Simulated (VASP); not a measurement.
# SiC (Moissanite 3C): exact exchange and RPA correlation, part 4 of 7

How do cheaper functionals compare with the RPA for SiC (Moissanite 3C), and at what cost? The scan starts from a database cell, scaled to the smallest volume of the series. The cell is of the zinc-blende type, one of the forms listed for this formula. The start is a cell from a database of measured crystal structures.

VASP 6.6.1, plane waves and PAW; the level of theory is named at each step.

So far. Step 14 (Orbitals for comparison: HSE06, volume ratio 0.97): The run ends at a pressure of 10.71 GPa. Step 15 (Comparison: HSE06, volume ratio 0.97): Its energy is -8.7137 eV an atom, on a zero of its own.

### 16. Orbitals, volume ratio 1

This step: PBE; plane waves and PAW (Si_GW, C_GW) (VASP 6.6.1).

The same chain follows at a volume ratio of 1.

Input file INCAR:

```
SYSTEM = SiC
PREC = Accurate
ENCUT = 560
EDIFF = 1E-08
NELM = 100
ISMEAR = 0
SIGMA = 0.05
LREAL = .FALSE.
ALGO = Normal
GGA = PE
NBANDS = 10
LORBIT = 11
LWAVE = .TRUE.
LCHARG = .FALSE.
KPAR = 8
```

Input file POSCAR:

```
SiC
1.0
    0.0000000000      2.1790000000      2.1790000000
    2.1790000000      0.0000000000      2.1790000000
    2.1790000000      2.1790000000      0.0000000000
Si C
1 1
Direct
    0.0000000000      0.0000000000      0.0000000000
    0.7500000000      0.7500000000      0.7500000000
```

Input file KPOINTS:

```
Automatic mesh
0
Gamma
6 6 6
0 0 0
```

The projector-augmented-wave data sets are Si_GW and C_GW (PBE family, release 64).

Run with:

```
$ mpirun -np 8 vasp_std
```

The program printed:

```text
[... set-up lines as in an earlier step ...]
 entering main loop
       N       E                     dE             d eps       ncg     rms          rms(c)
DAV:   1     0.628694339957E+01    0.62869E+01   -0.51993E+03   380   0.853E+02
DAV:   2    -0.161963234382E+02   -0.22483E+02   -0.20534E+02   458   0.155E+02
DAV:   3    -0.169139449753E+02   -0.71762E+00   -0.71525E+00   394   0.205E+01
DAV:   4    -0.169299624705E+02   -0.16017E-01   -0.16014E-01   452   0.368E+00
[...]
DAV:  11    -0.150488500946E+02   -0.79679E-06   -0.29338E-05   420   0.425E-02    0.331E-03
DAV:  12    -0.150488505503E+02   -0.45563E-06   -0.11453E-06   422   0.113E-02    0.530E-04
DAV:  13    -0.150488505553E+02   -0.50513E-08   -0.33748E-08   420   0.156E-03
   1 F= -.15048851E+02 E0= -.15048851E+02  d E =-.216821E-14
 writing wavefunctions
```

It took 1.8 s on 8 MPI ranks of Intel Xeon Platinum 8124M at 3.00GHz (Skylake/Cascade Lake), shared host; peak memory 1.1 GiB.

OUTCAR, selected parts (step 16):

```text
  Total        0.4363506      0.4363506      0.4363506     -0.0000000      0.0000000     -0.0000000
  in kB       33.7865991     33.7865991     33.7865991     -0.0000000      0.0000000     -0.0000000
  external PRESSURE =      33.7865991 kB  Pullay stress =       0.0000000 kB

 POSITION                                       TOTAL-FORCE (eV/Angst)
 -----------------------------------------------------------------------------------
      0.00000      0.00000      0.00000        -0.000000      0.000000      0.000000
      3.26850      3.26850      3.26850         0.000000     -0.000000     -0.000000
 -----------------------------------------------------------------------------------
    total drift:                                0.000000      0.000000     -0.000000

  FREE ENERGIE OF THE ION-ELECTRON SYSTEM (eV)
  ---------------------------------------------------
  free  energy   TOTEN  =       -15.0488505553 eV

  energy  without entropy=      -15.0488505553  energy(sigma->0) =      -15.04885056

[... 1 part as in an earlier step ...]

[... 2 further parts left out ...]
[key lines of the parts left out:]
E-fermi :   8.0297
```

The run ends at a pressure of 3.38 GPa.

### 17. Exact exchange, volume ratio 1

This step: Hartree-Fock energy on PBE orbitals; plane waves and PAW (Si_GW, C_GW) (VASP 6.6.1).

Exact exchange at this point.

Input file INCAR:

```
SYSTEM = SiC
PREC = Accurate
ENCUT = 560
ISMEAR = 0
SIGMA = 0.05
LREAL = .FALSE.
GGA = PE
NBANDS = 10
ALGO = Eigenval
NELM = 1
LHFCALC = .TRUE.
AEXX = 1
ALDAC = 0
AGGAC = 0
PRECFOCK = Normal
LWAVE = .FALSE.
LCHARG = .FALSE.
```

POSCAR is that of step 16.

KPOINTS is that of step 16.

The run starts from files that an earlier step left in the folder.

Run with:

```
$ mpirun -np 8 vasp_std
```

The program printed:

```text
[... set-up lines as in an earlier step ...]
 entering main loop
       N       E                     dE             d eps       ncg     rms          rms(c)
EIG:   1    -0.251403937976E+02   -0.25140E+02    0.00000E+00     0   0.000E+00
   1 F= -.25140394E+02 E0= -.25140394E+02  d E =-.191531E-27
```

Elapsed: 19 s, on 8 MPI ranks; peak memory 0.92 GiB; 2.5 min of CPU time.

OUTCAR, selected parts (step 17):

```text
 POSITION                                       TOTAL-FORCE (eV/Angst)
 -----------------------------------------------------------------------------------
      0.00000      0.00000      0.00000         0.000000      0.000000      0.000000
      3.26850      3.26850      3.26850        -0.000000     -0.000000     -0.000000
 -----------------------------------------------------------------------------------
    total drift:                               -0.000000      0.000000      0.000000

  FREE ENERGIE OF THE ION-ELECTRON SYSTEM (eV)
  ---------------------------------------------------
  free  energy   TOTEN  =       -25.1403937976 eV

  energy  without entropy=      -25.1403937976  energy(sigma->0) =      -25.14039380

[... 2 parts as in an earlier step ...]

[... 1 further part left out ...]
[key lines of the parts left out:]
E-fermi :   8.1492
```

The Hartree-Fock energy on these orbitals is -12.5702 eV an atom.

### 18. Empty bands, volume ratio 1

This step: PBE; plane waves and PAW (Si_GW, C_GW) (VASP 6.6.1).

The empty bands are made again, for the run that follows.

Input file INCAR:

```
SYSTEM = SiC
PREC = Accurate
ENCUT = 560
ISMEAR = 0
SIGMA = 0.05
LREAL = .FALSE.
GGA = PE
NBANDS = 632
ALGO = Exact
NELM = 1
LWAVE = .TRUE.
LCHARG = .FALSE.
LOPTICS = .TRUE.
NEDOS = 1000
CSHIFT = 0.1
```

POSCAR is that of step 17.

KPOINTS is that of step 17.

Run with:

```
$ mpirun -np 8 vasp_std
```

The program printed:

```text
[banner, memory and clock lines left out]
running    8 mpi-ranks, on    1 nodes
[...]
[... a notice as in an earlier step ...]

 LDA part: xc-table for (Slater+PW92), standard interpolation
 found WAVECAR, reading the header
  number of bands has changed, file:    10 present:   632
  trying to continue reading WAVECAR, but it might fail
 POSCAR, INCAR and KPOINTS ok, starting setup
[...]
reading WAVECAR
 random initialization beyond band           10
 the WAVECAR file was read successfully
 initial charge from wavefunction
 entering main loop
       N       E                     dE             d eps       ncg     rms          rms(c)
DIA:   1    -0.150488505557E+02   -0.15049E+02    0.00000E+00     0   0.000E+00
   1 F= -.15048851E+02 E0= -.15048851E+02  d E =-.262914E-55
 writing wavefunctions
 optical routines
 imaginary and real dielectric function
 recalculating local potential from charge density
 direction            1
 direction            2
 direction            3
```

Elapsed: 4.4 s, on 8 MPI ranks; peak memory 1.1 GiB.

OUTCAR, selected parts (step 18):

```text
  Total        0.4361081      0.4361081      0.4361081      0.0000000      0.0000000      0.0000000
  in kB       33.7678248     33.7678248     33.7678248      0.0000000      0.0000000      0.0000000
  external PRESSURE =      33.7678248 kB  Pullay stress =       0.0000000 kB

 POSITION                                       TOTAL-FORCE (eV/Angst)
 -----------------------------------------------------------------------------------
      0.00000      0.00000      0.00000         0.000000      0.000000      0.000000
      3.26850      3.26850      3.26850        -0.000000     -0.000000     -0.000000
 -----------------------------------------------------------------------------------
    total drift:                                0.000000      0.000000     -0.000000

  FREE ENERGIE OF THE ION-ELECTRON SYSTEM (eV)
  ---------------------------------------------------
  free  energy   TOTEN  =       -15.0488505557 eV

  energy  without entropy=      -15.0488505557  energy(sigma->0) =      -15.04885056

[... 1 part as in an earlier step ...]

[... 2 further parts left out ...]
[key lines of the parts left out:]
E-fermi :   8.3232
```

WAVECAR now holds 632 bands for 8 electrons.

### 19. RPA correlation, volume ratio 1

This step: RPA correlation on PBE orbitals; plane waves and PAW (Si_GW, C_GW) (VASP 6.6.1).

RPA correlation at this point.

Input file INCAR:

```
SYSTEM = SiC
PREC = Accurate
ENCUT = 560
ISMEAR = 0
SIGMA = 0.05
LREAL = .FALSE.
GGA = PE
NBANDS = 632
ALGO = ACFDT
ENCUTGW = 200
NOMEGA = 12
PRECFOCK = Fast
LWAVE = .FALSE.
LCHARG = .FALSE.
```

POSCAR is that of step 18.

KPOINTS is that of step 18.

Run with:

```
$ mpirun -np 8 vasp_std
```

The program printed:

```text
[banner, memory and clock lines left out]
running    8 mpi-ranks, on    1 nodes
[...]
[... a notice as in an earlier step ...]

 LDA part: xc-table for (Slater+PW92), standard interpolation
 found WAVECAR, reading the header
 POSCAR, INCAR and KPOINTS ok, starting setup
[...]
reading WAVECAR
 the WAVECAR file was read successfully
 initial charge from wavefunction
 available memory per node:     13.25 GB, setting MAXMEM to     13572

 The Fermi energy was updated, please check that it is located mid-gap
 values below the HOMO (VB) or above the LUMO (CB) will cause erroneous energies
 E-fermi :   8.4517

 the WAVEDER file was read successfully
 set NWRITE>2 for more details about minimax calculation
 number of imaginary grid points requested:      12
 number of distinct grids requested:  1
 quadrature errors minimized for energies in [ 0.135E+01, 0.561E+03 ]
 bosonic grid (T=0, re) determined with error: 0.1259E-06
 bosonic grid (re): 0.1259E-06
[...]
NQ=  10    0.3333    0.3333    0.0000,
|.........|.........|.........|.........
 performed      65110000 updates of chi_q(r,r)
 total number of BLAS operations       9497.67 Gflops
NQ=  11    0.5000    0.3333    0.0000,
|.........|.........|.........|.........
 performed      71621000 updates of chi_q(r,r)
 total number of BLAS operations      10364.48 Gflops
NQ=  12   -0.3333    0.3333    0.0000,
|.........|.........|.........|.........
 performed      78132000 updates of chi_q(r,r)
 total number of BLAS operations      11327.91 Gflops
NQ=  13    0.5000    0.5000    0.0000,
|.........|.........|.........|.........
 performed      84643000 updates of chi_q(r,r)
 total number of BLAS operations      12154.88 Gflops
NQ=  14    0.5000    0.3333    0.1667,
|.........|.........|.........|.........
 performed      91154000 updates of chi_q(r,r)
 total number of BLAS operations      13035.18 Gflops
NQ=  15   -0.3333    0.3333    0.1667,
|.........|.........|.........|.........
 performed      97665000 updates of chi_q(r,r)
 total number of BLAS operations      13942.77 Gflops
NQ=  16   -0.3333    0.5000    0.1667,
|.........|.........|.........|.........
 performed     104176000 updates of chi_q(r,r)
 total number of BLAS operations      14823.08 Gflops
 entering main loop
```

Run time: 99 s. Hardware: 8 MPI ranks; peak memory 2.8 GiB.

From OUTCAR (step 19):

```text
      cutoff energy     smooth cutoff   RPA   correlation   Hartree contr. to MP2
---------------------------------------------------------------------------------
            200.000           160.000      -12.2483269168      -19.5053392048
            190.476           152.381      -12.1841853636      -19.4354695741
            181.406           145.125      -12.1157036037      -19.3603303165
            172.768           138.214      -12.0421848212      -19.2790134057
            164.541           131.632      -11.9636474175      -19.1914023233
            156.705           125.364      -11.8800196406      -19.0972328124
            149.243           119.394      -11.7903278225      -18.9952890504
            142.136           113.709      -11.6960623511      -18.8871331860
  linear regression

[... 2 parts as in an earlier step ...]

[... 2 further parts left out ...]
[key lines of the parts left out:]
E-fermi :   8.4517
```

Extrapolated by the program to an infinite response cutoff, the correlation energy is -6.5363 eV an atom, -5 meV against the point before. With exact exchange the total is -19.1065 eV an atom.

### 20. Comparison: r2SCAN, volume ratio 1

This step: r2SCAN; plane waves and PAW (Si_GW, C_GW) (VASP 6.6.1).

The comparison at this point.

Input file INCAR:

```
SYSTEM = SiC
PREC = Accurate
ENCUT = 560
EDIFF = 1E-06
NELM = 100
ISMEAR = 0
SIGMA = 0.05
LREAL = .FALSE.
ALGO = Normal
METAGGA = R2SCAN
LASPH = .TRUE.
NBANDS = 10
LWAVE = .FALSE.
LCHARG = .FALSE.
KPAR = 8
```

POSCAR is that of step 19.

KPOINTS is that of step 19.

Run with:

```
$ mpirun -np 8 vasp_std
```

The program printed:

```text
[... set-up lines as in an earlier step ...]
 entering main loop
       N       E                     dE             d eps       ncg     rms          rms(c)
DAV:   1     0.915654464630E+00    0.91565E+00   -0.53810E+03   380   0.883E+02
DAV:   2    -0.221194397225E+02   -0.23035E+02   -0.21058E+02   460   0.160E+02
DAV:   3    -0.228550374919E+02   -0.73560E+00   -0.73317E+00   394   0.210E+01
DAV:   4    -0.228712872781E+02   -0.16250E-01   -0.16247E-01   434   0.379E+00
[...]
DAV:   9    -0.193286107573E+02   -0.56987E-04   -0.61612E-04   418   0.235E-01    0.398E-02
DAV:  10    -0.193286498670E+02   -0.39110E-04   -0.77051E-05   414   0.970E-02    0.522E-03
DAV:  11    -0.193286501205E+02   -0.25351E-06   -0.20593E-06   422   0.131E-02
   1 F= -.19328650E+02 E0= -.19328650E+02  d E =-.174906E-21
```

Wall time 6 s (8 MPI ranks); peak memory 1.1 GiB; 38 s of CPU time.

OUTCAR, selected parts (step 20):

```text
  Total       -0.0640179     -0.0640179     -0.0640179      0.0000000     -0.0000000      0.0000000
  in kB       -4.9569023     -4.9569023     -4.9569023      0.0000000     -0.0000000      0.0000000
  external PRESSURE =      -4.9569023 kB  Pullay stress =       0.0000000 kB

 POSITION                                       TOTAL-FORCE (eV/Angst)
 -----------------------------------------------------------------------------------
      0.00000      0.00000      0.00000         0.000000      0.000000      0.000000
      3.26850      3.26850      3.26850        -0.000000     -0.000000     -0.000000
 -----------------------------------------------------------------------------------
    total drift:                                0.000001      0.000001      0.000001

  FREE ENERGIE OF THE ION-ELECTRON SYSTEM (eV)
  ---------------------------------------------------
  free  energy   TOTEN  =       -19.3286501205 eV

  energy  without entropy=      -19.3286501205  energy(sigma->0) =      -19.32865012

[... 2 parts as in an earlier step ...]

[... 1 further part left out ...]
[key lines of the parts left out:]
E-fermi :   7.9678
```

Its energy is -9.6643 eV an atom, on a zero of its own.

### 21. Orbitals for comparison: HSE06, volume ratio 1

This step: PBE; plane waves and PAW (Si_GW, C_GW) (VASP 6.6.1).

Starting orbitals, as before.

Input file INCAR:

```
SYSTEM = SiC
PREC = Accurate
ENCUT = 560
EDIFF = 1E-05
NELM = 100
ISMEAR = 0
SIGMA = 0.05
LREAL = .FALSE.
ALGO = Normal
GGA = PE
NBANDS = 10
LORBIT = 11
LWAVE = .TRUE.
LCHARG = .FALSE.
KPAR = 8
```

POSCAR is that of step 20.

KPOINTS is that of step 20.

Run with:

```
$ mpirun -np 8 vasp_std
```

The program printed:

```text
[... set-up lines as in an earlier step ...]
 entering main loop
       N       E                     dE             d eps       ncg     rms          rms(c)
[... 10 cycles as in an earlier step ...]
DAV:  11    -0.150488500860E+02   -0.78814E-06   -0.29251E-05   372   0.425E-02
   1 F= -.15048850E+02 E0= -.15048850E+02  d E =-.200271E-14
 writing wavefunctions
```

It took 2 s on 8 MPI ranks; peak memory 1.1 GiB; 9.6 s of CPU time.

OUTCAR, selected parts (step 21):

```text
  Total        0.4392914      0.4392914      0.4392914      0.0000000      0.0000000     -0.0000000
  in kB       34.0143070     34.0143070     34.0143070      0.0000000      0.0000000     -0.0000000
  external PRESSURE =      34.0143070 kB  Pullay stress =       0.0000000 kB

 POSITION                                       TOTAL-FORCE (eV/Angst)
 -----------------------------------------------------------------------------------
      0.00000      0.00000      0.00000        -0.000000     -0.000000     -0.000000
      3.26850      3.26850      3.26850         0.000000      0.000000      0.000000
 -----------------------------------------------------------------------------------
    total drift:                                0.000000      0.000000      0.000000

  FREE ENERGIE OF THE ION-ELECTRON SYSTEM (eV)
  ---------------------------------------------------
  free  energy   TOTEN  =       -15.0488500860 eV

  energy  without entropy=      -15.0488500860  energy(sigma->0) =      -15.04885009

[... 2 parts as in an earlier step ...]

[... 1 further part left out ...]
[key lines of the parts left out:]
E-fermi :   8.0295
```

The run ends at a pressure of 3.40 GPa.

### 22. Comparison: HSE06, volume ratio 1

This step: HSE06; plane waves and PAW (Si_GW, C_GW) (VASP 6.6.1).

The comparison at this point.

Input file INCAR:

```
SYSTEM = SiC
PREC = Accurate
ENCUT = 560
EDIFF = 1E-06
NELM = 100
ISMEAR = 0
SIGMA = 0.05
LREAL = .FALSE.
ALGO = Normal
LHFCALC = .TRUE.
AEXX = 0.25
GGA = PE
HFSCREEN = 0.2
LASPH = .TRUE.
NBANDS = 10
PRECFOCK = Fast
LWAVE = .FALSE.
LCHARG = .FALSE.
KPAR = 8
```

POSCAR is that of step 21.

KPOINTS is that of step 21.

The WAVECAR or CHGCAR of an earlier step is read.

Run with:

```
$ mpirun -np 8 vasp_std
```

The program printed:

```text
[... set-up lines as in an earlier step ...]
 entering main loop
       N       E                     dE             d eps       ncg     rms          rms(c)
DAV:   1    -0.174349408277E+02   -0.17435E+02   -0.29655E-01   414   0.613E+00    0.257E-01
DAV:   2    -0.174362426570E+02   -0.13018E-02   -0.36964E-03   360   0.462E-01    0.172E-01
DAV:   3    -0.174357734603E+02    0.46920E-03   -0.28481E-04   476   0.150E-01    0.103E-01
DAV:   4    -0.174356090205E+02    0.16444E-03   -0.73611E-05   432   0.881E-02    0.612E-02
DAV:   5    -0.174355565968E+02    0.52424E-04   -0.22515E-05   468   0.525E-02    0.360E-02
DAV:   6    -0.174355390518E+02    0.17545E-04   -0.67064E-06   460   0.311E-02    0.211E-02
DAV:   7    -0.174355332650E+02    0.57868E-05   -0.19861E-06   296   0.179E-02    0.124E-02
DAV:   8    -0.174355313630E+02    0.19020E-05   -0.68003E-07   188   0.100E-02    0.730E-03
DAV:   9    -0.174355308432E+02    0.51982E-06   -0.30605E-07   174   0.588E-03
   1 F= -.17435531E+02 E0= -.17435531E+02  d E =-.133903E-11
```

Run time: 28 s. Hardware: 8 MPI ranks; peak memory 1.8 GiB; 3 min of CPU time.

OUTCAR, selected parts (step 22):

```text
 POSITION                                       TOTAL-FORCE (eV/Angst)
 -----------------------------------------------------------------------------------
      0.00000      0.00000      0.00000        -0.000000     -0.000000      0.000000
      3.26850      3.26850      3.26850         0.000000      0.000000     -0.000000
 -----------------------------------------------------------------------------------
    total drift:                               -0.000001      0.000000     -0.000001

  FREE ENERGIE OF THE ION-ELECTRON SYSTEM (eV)
  ---------------------------------------------------
  free  energy   TOTEN  =       -17.4355308432 eV

  energy  without entropy=      -17.4355308432  energy(sigma->0) =      -17.43553084

[... 2 parts as in an earlier step ...]

[... 1 further part left out ...]
[key lines of the parts left out:]
E-fermi :   7.3621
```

Its energy is -8.7178 eV an atom, on a zero of its own.

[end of part 4 of 7]

[Lines on the potential files, build, host, timing and source positions are cut from VASP's logs without a mark.]

[Logs are printed without paths, hosts, clocks, repeated set-up lines and the standing remarks that a program may print on its own settings, such as how far it seeks lower states.]

[Hosts, paths, dates, database ids (printed as entryN), source tags and the programs' standing remarks are cut or masked in the printed files.]

[Pressures printed for these runs are not shown converged in the cutoff: they can be off by several GPa and have the wrong sign.]
